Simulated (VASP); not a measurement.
Level of theory: PBE GGA, VASP's PBE PAW potentials (set 64) (plane waves; VASP).

The input files of a VASP run:

### INCAR
```
# general
SYSTEM  = CdF2
PREC    = Accurate
ENCUT   = 520
LREAL   = .False.
LASPH   = .True.

# electronic loop
EDIFF   = 1E-6
NELM    = 100
ALGO    = Normal
LMAXMIX = 4

# smearing
ISMEAR  = 0
SIGMA   = 0.05

# functional
GGA     = PE

# ions
IBRION  = 2
NSW     = 60
ISIF    = 3
EDIFFG  = -0.02

# output
LWAVE   = .False.
LCHARG  = .False.
```

**POSCAR**
```
CdF2
1
   -0.0000000000     2.7433071559     2.7433071559
    2.7433071559    -0.0000000000     2.7433071559
    2.7433071559     2.7433071559    -0.0000000000
Cd F
1 2
Direct
  0.0000000000   0.0000000000   0.0000000000
  0.2500000000   0.2500000000   0.2500000000
  0.7500000000   0.7500000000   0.7500000000
```

File KPOINTS:
```
Automatic mesh
0
Gamma
6 6 6
0 0 0
```

POTCAR, in this order: Cd F (PBE.64 set). Program: vasp_std.

Output

File OSZICAR:
```
       N       E                     dE             d eps       ncg     rms          rms(c)
DAV:   1     0.202660234022E+03    0.20266E+03   -0.16217E+04   576   0.155E+03
DAV:   2    -0.406223650174E+01   -0.20672E+03   -0.20118E+03   622   0.382E+02
DAV:   3    -0.126506251503E+02   -0.85884E+01   -0.85711E+01   602   0.893E+01
DAV:   4    -0.126930268401E+02   -0.42402E-01   -0.42396E-01   604   0.618E+00
DAV:   5    -0.126931797210E+02   -0.15288E-03   -0.15288E-03   585   0.325E-01    0.979E+00
DAV:   6    -0.108815414153E+02    0.18116E+01   -0.54450E+00   690   0.454E+01    0.699E+00
DAV:   7    -0.109249593106E+02   -0.43418E-01   -0.92179E-01   547   0.994E+00    0.404E+00
DAV:   8    -0.109153596986E+02    0.95996E-02   -0.18259E-01   589   0.421E+00    0.778E-01
DAV:   9    -0.109049870405E+02    0.10373E-01   -0.45804E-02   660   0.253E+00    0.103E-01
DAV:  10    -0.109055311565E+02   -0.54412E-03   -0.33705E-03   547   0.756E-01    0.125E-01
DAV:  11    -0.109056272832E+02   -0.96127E-04   -0.22123E-04   596   0.184E-01    0.508E-02
DAV:  12    -0.109056599973E+02   -0.32714E-04   -0.10375E-04   552   0.928E-02    0.165E-02
DAV:  13    -0.109056618638E+02   -0.18665E-05   -0.56749E-06   613   0.214E-02    0.641E-03
DAV:  14    -0.109056618084E+02    0.55406E-07   -0.14644E-06   426   0.184E-02
   1 F= -.10905662E+02 E0= -.10905662E+02  d E =-.109057E+02
       N       E                     dE             d eps       ncg     rms          rms(c)
DAV:   1    -0.109089126501E+02   -0.32508E-02   -0.67202E-02   547   0.311E+00    0.441E-01
DAV:   2    -0.109059874693E+02    0.29252E-02   -0.11248E-02   552   0.101E+00    0.948E-02
DAV:   3    -0.109057811687E+02    0.20630E-03   -0.51629E-04   552   0.422E-01    0.993E-02
DAV:   4    -0.109057492341E+02    0.31935E-04   -0.73505E-05   550   0.105E-01    0.693E-02
DAV:   5    -0.109057377522E+02    0.11482E-04   -0.15402E-05   556   0.472E-02    0.816E-03
DAV:   6    -0.109057369156E+02    0.83662E-06   -0.29659E-06   461   0.327E-02
   2 F= -.10905737E+02 E0= -.10905737E+02  d E =-.751072E-04
```

### OUTCAR
```
------------------------ aborting loop because EDIFF is reached ----------------------------------------
  FORCE on cell =-STRESS in cart. coord.  units (eV):
  Direction    XX          YY          ZZ          XY          YZ          ZX
  --------------------------------------------------------------------------------------
  Total       -0.0209905     -0.0209905     -0.0209905      0.0000000      0.0000000      0.0000000
  in kB       -0.8117604     -0.8117604     -0.8117604      0.0000000      0.0000000      0.0000000
  external PRESSURE =      -0.8117604 kB  Pullay stress =       0.0000000 kB
  volume of cell :       41.43
      direct lattice vectors                 reciprocal lattice vectors
    -0.000000000  2.746367588  2.746367588    -0.182058659  0.182058659  0.182058659
     2.746367588  0.000000000  2.746367588     0.182058659 -0.182058659  0.182058659
     2.746367588  2.746367588  0.000000000     0.182058659  0.182058659 -0.182058659
 POSITION                                       TOTAL-FORCE (eV/Angst)
 -----------------------------------------------------------------------------------
      2.74637      2.74637      0.00000         0.000000      0.000000      0.000000
      1.37318      1.37318      1.37318         0.000000     -0.000000      0.000000
      4.11955      4.11955      4.11955        -0.000000     -0.000000     -0.000000
 -----------------------------------------------------------------------------------
    total drift:                                0.000000     -0.000000      0.000000
  FREE ENERGIE OF THE ION-ELECTRON SYSTEM (eV)
  ---------------------------------------------------
  free  energy   TOTEN  =       -10.9057369156 eV

  energy  without entropy=      -10.9057369156  energy(sigma->0) =      -10.90573692

 reached required accuracy - stopping structural energy minimisation
```
(Selected blocks of OUTCAR.)

### CONTCAR
```
CdF2
   1.00000000000000
    -0.0000000000000000    2.7463675879562635    2.7463675879562635
     2.7463675879562635    0.0000000000000000    2.7463675879562635
     2.7463675879562635    2.7463675879562635    0.0000000000000000
  Cd              F
     1     2
Direct
     0.0000000000000000    0.0000000000000000    1.0000000000000000
     0.2500000000000000    0.2500000000000000    0.2500000000000000
     0.7500000000000000    0.7500000000000000    0.7500000000000000
```

The compound is CdF2 in the fluorite structure. This run relaxes it. Symmetry was kept, so distortions that lower it aren't found. The start is the result of an earlier pass.
